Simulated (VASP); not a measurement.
```yaml
crystal:
  lattice:
    - [-1.60350, 1.60350, 3.90073]
    - [1.60350, -1.60350, 3.90073]
    - [1.60350, 1.60350, -3.90073]
  atoms:
    - { symbol: Si, position: [0.66545, 0.66545, 0.00000] }
    - { symbol: Si, position: [0.33455, 0.33455, 0.00000] }
    - { symbol: W, position: [0.00000, 0.00000, 0.00000] }
```

Computed with r2SCAN+rVV10, VASP's PBE PAW potentials (set 64) (plane waves; VASP). Settings: 520 eV cut-off, 15×15×15 Γ-centred mesh, tetrahedra with Blöchl corrections, potentials Si W_sv.

The cores are frozen, which limits the accuracy of field gradients.

Question: Give the principal components of the electric field gradient (V/Å²) and the asymmetry η at each nucleus.

Answer: 
```json
[
 {"atom": "Si1", "Vxx": "5.2", "Vyy": "5.2", "Vzz": "-10.4", "η": "0.00"},
 {"atom": "Si2", "Vxx": "5.2", "Vyy": "5.2", "Vzz": "-10.4", "η": "0.00"},
 {"atom": "W3", "Vxx": "73.2", "Vyy": "73.2", "Vzz": "-146.4", "η": "0.00"}
]
```

The compound is WSi2 in the MoSi2 type structure. It was relaxed first.
